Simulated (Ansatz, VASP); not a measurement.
# MnGePd: VASP beside Ansatz, part 3 of 3

Wanted: the spread between two codes on one cell, functional and k mesh.

VASP 6.6.1 and Ansatz 0.2.0.

So far. Step 3 (VASP: single point, PBEsol): The run ends at a pressure of -5.83 GPa, with forces up to 0.39 eV/Å. Step 5 (Ansatz: single point, PBEsol, DFT+U): The run ends at a pressure of 7.33 GPa, with forces up to 0.058 eV/Å.

## 6. VASP: single point, PBEsol, DFT+U

Level of this step: PBEsol, DFT+U (Mn d 5 eV), spin-polarised from a ferromagnetic start; plane waves and PAW (Pd, Ge_d, Mn_pv) (VASP).

The same cell, functional, mesh and smearing now go to VASP, with its own data sets and cutoff.

INCAR

```
SYSTEM = MnGePd
PREC = Normal
ENCUT = 380
EDIFF = 1E-06
NELM = 150
ISMEAR = 1
SIGMA = 0.05
LREAL = .FALSE.
ALGO = Normal
GGA = PS
NBANDS = 67
ISPIN = 2
MAGMOM = 0 0 0 0 0 0 4 4 4
LDAU = .TRUE.
LDAUTYPE = 2
LDAUL = -1 -1 2
LDAUU = 0 0 5
LDAUJ = 0 0 0
LDAUPRINT = 1
LASPH = .TRUE.
LMAXMIX = 4
LORBIT = 11
LWAVE = .FALSE.
LCHARG = .FALSE.
KPAR = 2
AMIX = 0.2
BMIX = 1E-04
AMIX_MAG = 0.8
BMIX_MAG = 1E-04
NEDOS = 1200
```

POSCAR

```
MnGePd
1.0
    6.6390000000      0.0000000000      0.0000000000
   -3.3195000000      5.7495426557      0.0000000000
    0.0000000000      0.0000000000      3.5770000000
Pd Ge Mn
3 3 3
Direct
    0.0000000000      0.2589500000      0.0000000000
    0.7410500000      0.7410500000      0.0000000000
    0.2589500000      0.0000000000      0.0000000000
    0.0000000000      0.0000000000      0.5000000000
    0.6666666667      0.3333333333      0.0000000000
    0.3333333333      0.6666666667      0.0000000000
    0.0000000000      0.5914500000      0.5000000000
    0.4085500000      0.4085500000      0.5000000000
    0.5914500000      0.0000000000      0.5000000000
```

KPOINTS

```
Automatic mesh
0
Gamma
3 3 5
0 0 0
```

Potentials, in the order of the species: Pd, Ge_d and Mn_pv (PBE family, release 64).

Run with:

```console
$ mpirun -np 2 vasp_std
```

Numbers of over 12 decimals in the logs are rounded to 6 here.

Log:

```text
[banner, memory and clock lines left out]
running    2 mpi-ranks, on    1 nodes
[...]
[... a notice as in an earlier step ...]

 LDA part: xc-table for (Slater+PW92), standard interpolation
 POSCAR, INCAR and KPOINTS ok, starting setup
[...]
entering main loop
       N       E                     dE             d eps       ncg     rms          rms(c)
DAV:   1     0.132605340705E+04    0.13261E+04   -0.44003E+04  3174   0.321E+03
DAV:   2     0.177444835857E+03   -0.11486E+04   -0.10979E+04  2412   0.873E+02
DAV:   3    -0.391460747516E+02   -0.21659E+03   -0.20565E+03  2496   0.234E+02
DAV:   4    -0.568308153135E+02   -0.17685E+02   -0.17335E+02  2898   0.731E+01
[...]
DAV:  15    -0.570610746963E+02   -0.51991E-05   -0.47316E-05  2874   0.414E-02    0.191E-02
DAV:  16    -0.570610714445E+02    0.32518E-05   -0.17608E-05  2951   0.358E-02    0.163E-02
DAV:  17    -0.570610717961E+02   -0.35157E-06   -0.39823E-06  2203   0.149E-02
   1 F= -.57061072E+02 E0= -.57061077E+02  d E =0.166936E-04  mag=    12.5496
```

Parts of OUTCAR (step 6):

```text
  Total        4.8112038      4.8112038      5.4795747      0.0000000      0.0000000      0.0000000
  in kB       56.4559125     56.4559125     64.2987497      0.0000000      0.0000000      0.0000000
  external PRESSURE =      59.0701916 kB  Pullay stress =       0.0000000 kB

 POSITION                                       TOTAL-FORCE (eV/Angst)
 -----------------------------------------------------------------------------------
     -0.85958      1.48884      0.00000         0.014088     -0.024402     -0.000000
      2.45992      4.26070      0.00000         0.014088      0.024402     -0.000000
      1.71917      0.00000      0.00000        -0.028177     -0.000000     -0.000000
      0.00000      0.00000      1.78850        -0.000000     -0.000000     -0.000000
      3.31950      1.91651      0.00000        -0.000000     -0.000000     -0.000000
     -0.00000      3.83303      0.00000        -0.000000     -0.000000     -0.000000
     -1.96332      3.40057      1.78850         0.032848     -0.056894     -0.000000
      1.35618      2.34898      1.78850         0.032848      0.056894      0.000000
      3.92664      0.00000      1.78850        -0.065696     -0.000000      0.000000
 -----------------------------------------------------------------------------------
    total drift:                                0.000209      0.000361     -0.000067

  FREE ENERGIE OF THE ION-ELECTRON SYSTEM (eV)
  ---------------------------------------------------
  free  energy   TOTEN  =       -57.0610717961 eV

  energy  without entropy=      -57.0610884897  energy(sigma->0) =      -57.06107736

 magnetization (x)
# of ion       s       p       d       tot
------------------------------------------
    1       -0.025  -0.046  -0.002  -0.073
    2       -0.025  -0.046  -0.002  -0.073
    3       -0.025  -0.046  -0.002  -0.073
    4       -0.016  -0.078  -0.000  -0.095
    5       -0.011  -0.156   0.005  -0.162
    6       -0.011  -0.156   0.005  -0.162
    7        0.032   0.029   4.267   4.328
    8        0.032   0.029   4.267   4.328
    9        0.032   0.029   4.267   4.328
--------------------------------------------------
tot         -0.014  -0.441  12.802  12.347

[... 2 parts as in an earlier step ...]

[... 1 further part left out ...]
[key lines of the parts left out:]
E-fermi :   9.2620
```

The run ends at a pressure of 5.91 GPa, with forces up to 0.066 eV/Å.

## 7. Side by side

What differs besides the data sets and the points named for the pairs above, as far as they apply: U acts on the PAW sphere in VASP and on atomic orbitals in Ansatz, so only states and trends compare. Total energies have different zeros and are not compared.

Both answers:

```csv
quantity,Ansatz,VASP,difference
pressure (GPa),7.33,5.91,+1.43
pressure without Ansatz's Pulay correction (GPa),7.28,5.91,+1.37
total moment (μB),12.52,12.55,-0.03
moment on Mn7 (μB),4.27,4.33,-0.06
moment on Mn8 (μB),4.27,4.33,-0.06
moment on Mn9 (μB),4.27,4.33,-0.06
moment on Ge5 (μB),-0.13,-0.16,+0.03
moment on Ge6 (μB),-0.13,-0.16,+0.03
moment on Ge4 (μB),-0.09,-0.10,+0.01
moment on Pd1 (μB),-0.03,-0.07,+0.04
moment on Pd2 (μB),-0.03,-0.07,+0.04
```

Forces (eV/Å; atoms numbered as in POSCAR):

```csv
atom,"Ansatz x, y, z","VASP x, y, z"
Pd1,"0.010, -0.018, 0.000","0.014, -0.024, 0.000"
Pd2,"0.010, 0.018, 0.000","0.014, 0.024, 0.000"
Pd3,"-0.021, 0.000, 0.000","-0.028, 0.000, 0.000"
Ge4,"0.000, 0.000, 0.000","0.000, 0.000, 0.000"
Ge5,"0.000, 0.000, 0.000","0.000, 0.000, 0.000"
Ge6,"0.000, 0.000, 0.000","0.000, 0.000, 0.000"
Mn7,"0.029, -0.050, 0.000","0.033, -0.057, 0.000"
Mn8,"0.029, 0.050, 0.000","0.033, 0.057, 0.000"
Mn9,"-0.058, 0.000, 0.000","-0.066, 0.000, 0.000"
```

The forces differ by 3.5 meV/Å r.m.s., which is 14.7 % of the r.m.s. force of 0.02 eV/Å (both taken over all components). Ansatz's pressure holds a Pulay correction of 0.06 GPa; VASP's holds none.

## 8. Summary of results

```yaml
r_m_s_force_difference_single_point_pbesol: 0.68 meV/Å
difference_in_pressure_single_point_pbesol: 0.61 GPa
difference_in_total_moment_single_point_pbesol_dft_u: -0.026 μB
difference_in_pressure_single_point_pbesol_dft_u: 1.4 GPa
```

What this shows: The difference in pressure is 1.4 GPa (single point, PBEsol, DFT+U). How closely two codes agree says nothing of how well the functional describes the real material.

[Lines on the potential files, build, host, timing and source positions are cut from VASP's logs without a mark.]

[Logs are printed without paths, hosts, clocks, repeated set-up lines and the standing remarks that a program may print on its own settings, such as how far it seeks lower states.]

[Hosts, paths, dates, database ids (printed as entryN), source tags and the programs' standing remarks are cut or masked in the printed files.]
